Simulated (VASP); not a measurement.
Given:

```
PtSe2
1.0
    1.89911    -3.28936     0.00000
    1.89911     3.28936     0.00000
    0.00000     0.00000     6.23126
Pt Se
1 2
Direct
  0.00000   0.00000   0.00000
  0.33333   0.66667   0.21199
  0.66667   0.33333   0.78801
```

These are PW91 GGA, VASP's PBE PAW potentials (set 64) (plane waves; VASP 6.6.1) values and carry that method's errors. Numerical set-up: 520 eV cut-off, 7×7×4 Γ-centred mesh, Gaussian smearing of 0.050 eV, potentials Pt Se.

Without a dispersion term in the relaxation, distances and binding between the weakly bound layers, chains or molecules are unreliable, and so is what depends on them.

Problem. The ions and cell shape at fixed volume are relaxed. Give the cell that the relaxation ends in.

Solution. 
```
PtSe2
1.0
    1.87838    -3.25345     0.00000
    1.87838     3.25345     0.00000
    0.00000     0.00000     6.36956
Pt Se
1 2
Direct
  0.00000   0.00000   0.00000
  0.33333   0.66667   0.20581
  0.66667   0.33333   0.79419
```
Space group P-3m1 (164), at a tolerance of 0.03 Å.

Problem. How much energy does the relaxation gain?

Solution. The energy (σ→0) changes by -6.3 meV/atom, in 6 ionic steps.

The compound is PtSe2 in the 1T layered structure. This cell is one point of a volume scan, at 1.03 of the reference volume. Symmetry was kept, so distortions that lower it aren't found.
